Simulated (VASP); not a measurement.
Output of a VASP run:

OSZICAR:
```
       N       E                     dE             d eps       ncg     rms          rms(c)
DAV:   1     0.173369284080E+03    0.17337E+03   -0.12957E+04   440   0.246E+03
DAV:   2    -0.159512217207E+01   -0.17496E+03   -0.17224E+03   390   0.457E+02
DAV:   3    -0.151699132350E+02   -0.13575E+02   -0.12892E+02   402   0.104E+02
DAV:   4    -0.156950280506E+02   -0.52511E+00   -0.51319E+00   426   0.177E+01
DAV:   5    -0.157044439931E+02   -0.94159E-02   -0.93968E-02   414   0.225E+00    0.862E+00
DAV:   6    -0.146717658989E+02    0.10327E+01   -0.11383E+01   378   0.175E+01    0.353E+00
DAV:   7    -0.143748288173E+02    0.29694E+00   -0.19302E+00   400   0.957E+00    0.119E+00
DAV:   8    -0.143643556895E+02    0.10473E-01   -0.94627E-02   422   0.277E+00    0.312E-01
DAV:   9    -0.143637328594E+02    0.62283E-03   -0.26562E-03   440   0.514E-01    0.117E-01
DAV:  10    -0.143636109202E+02    0.12194E-03   -0.97358E-04   492   0.401E-01    0.321E-02
DAV:  11    -0.143636143317E+02   -0.34115E-05   -0.78721E-05   404   0.583E-02    0.122E-02
DAV:  12    -0.143636115501E+02    0.27817E-05   -0.11818E-05   374   0.282E-02    0.137E-03
DAV:  13    -0.143636115069E+02    0.43101E-07   -0.47305E-07   196   0.463E-03
   1 F= -.14363612E+02 E0= -.14342307E+02  d E =-.426084E-01
```

File OUTCAR:
```
------------------------ aborting loop because EDIFF is reached ----------------------------------------
  FORCE on cell =-STRESS in cart. coord.  units (eV):
  Direction    XX          YY          ZZ          XY          YZ          ZX
  --------------------------------------------------------------------------------------
  Total       -7.9522423     -7.9522423     -7.9522423      0.0000000     -0.0000000     -0.0000000
  in kB     -277.2070845   -277.2070845   -277.2070845      0.0000000     -0.0000000     -0.0000000
  external PRESSURE =    -277.2070845 kB  Pullay stress =       0.0000000 kB
  volume of cell :       45.96
      direct lattice vectors                 reciprocal lattice vectors
     0.000000000  2.843077000  2.843077000    -0.175865796  0.175865796  0.175865796
     2.843077000  0.000000000  2.843077000     0.175865796 -0.175865796  0.175865796
     2.843077000  2.843077000  0.000000000     0.175865796  0.175865796 -0.175865796
 POSITION                                       TOTAL-FORCE (eV/Angst)
 -----------------------------------------------------------------------------------
      0.00000      0.00000      0.00000         0.000000      0.000000      0.000000
      2.84308      2.84308      2.84308        -0.000000      0.000000     -0.000000
 -----------------------------------------------------------------------------------
    total drift:                                0.000000     -0.000000     -0.000000
  FREE ENERGIE OF THE ION-ELECTRON SYSTEM (eV)
  ---------------------------------------------------
  free  energy   TOTEN  =       -14.3636115069 eV

  energy  without entropy=      -14.3210031384  energy(sigma->0) =      -14.34230732
```
(Selected blocks of OUTCAR.)

**POSCAR**
```
GeMo
1
    0.0000000000     2.8430770000     2.8430770000
    2.8430770000     0.0000000000     2.8430770000
    2.8430770000     2.8430770000     0.0000000000
Ge Mo
1 1
Direct
  0.0000000000   0.0000000000   0.0000000000
  0.5000000000   0.5000000000   0.5000000000
```

Write an INCAR and KPOINTS that could have produced this output.

One answer among several that fit: the input of the run itself, PBEsol GGA, plane waves, VASP's PBE PAW potentials (set 64).

**INCAR**
```
! general
SYSTEM =GeMo
PREC   =Accurate
ENCUT  =300
LREAL  =.FALSE.
LASPH  =.TRUE.

! electronic loop
EDIFF  =1E-6
NELM   =100
ALGO   =Normal
LMAXMIX=4

! smearing
ISMEAR =0
SIGMA  =0.1

! functional
GGA    =PS

! ions
ISIF   =2

! output
LWAVE  =.FALSE.
LCHARG =.FALSE.
```

**KPOINTS**
```
Automatic mesh
0
Gamma
5 5 5
0 0 0
```

POTCAR, in this order: Ge_d Mo_sv (PBE.64 set). Program: vasp_std.

At this cut-off the stress carries a Pulay error, which pulls relaxed volumes low.

The structure was generated: GeMo was put into an ordered model structure, which need not be its known phase. The cell was not relaxed at this level. The k-mesh is coarse (spacing up to 0.38 per Å, 2π included), so the numbers may not be converged in it. The run is one of a series of settings (GGA = PS against the base run), some of them coarse on purpose.
